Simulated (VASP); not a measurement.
**SiPb3S: single point with LDA**

The system is SiPb3S.

```
CELL_PARAMETERS angstrom
6.06000 0.00000 0.00000
0.00000 6.06000 0.00000
0.00000 0.00000 6.06000
ATOMIC_POSITIONS crystal
Si 0.00000 0.00000 0.00000
S 0.50000 0.50000 0.50000
Pb 0.50000 0.50000 0.00000
Pb 0.50000 0.00000 0.50000
Pb 0.00000 0.50000 0.50000
```

The cell comes from a database or a generator and needn't be the stable form of this composition.

| Item | Value |
| --- | --- |
| Program | VASP 6.6.1 |
| Task | single point |
| Functional | LDA |
| Potentials or basis | VASP PAW LDA potentials, release 64 (Si, S, Pb_d) |
| Cutoff | 520 eV |
| k mesh | 4 × 4 × 4 |
| Occupations | gaussian, width 0.05 eV |
| Spin | no spin polarisation |
| Dipole correction | no |
| Further INCAR settings | ALGO = Normal; EDIFF = 1e-06; NBANDS = 34 |

* Pressure: -7.4 GPa
* Band gap on the k mesh: none (metal or under the smearing width)

Levels at points of the mesh, in eV from the Fermi level:
| k point | band 22 | band 23 | band 24 | band 25 | band 26 | band 27 | band 28 | band 29 | band 30 | band 31 |
| --- | --- | --- | --- | --- | --- | --- | --- | --- | --- | --- |
| (0.00, 0.00, 0.00) | -3.84 | -3.84 | -0.30 | -0.30 | -0.30 | 1.32 | 1.32 | 1.32 | 2.45 | 2.45 |
| (0.50, 0.00, 0.00) | -3.70 | -1.48 | -0.39 | -0.39 | 0.38 | 0.62 | 0.78 | 1.00 | 1.00 | 1.40 |
| (0.50, 0.50, 0.00) | -1.39 | -1.39 | -0.84 | -0.57 | -0.57 | 0.41 | 0.41 | 0.46 | 0.85 | 1.76 |
| (0.50, 0.50, 0.50) | -1.78 | -1.78 | -1.29 | -1.29 | -1.29 | 0.50 | 1.80 | 1.80 | 2.05 | 2.05 |

Wall time 78 s on 1 thread of Intel(R) Xeon(R) Platinum 8488C (Sapphire Rapids) (shared host), peak memory 0.28 GiB.

The run has no spin-orbit coupling, so splittings on Pb are missing.
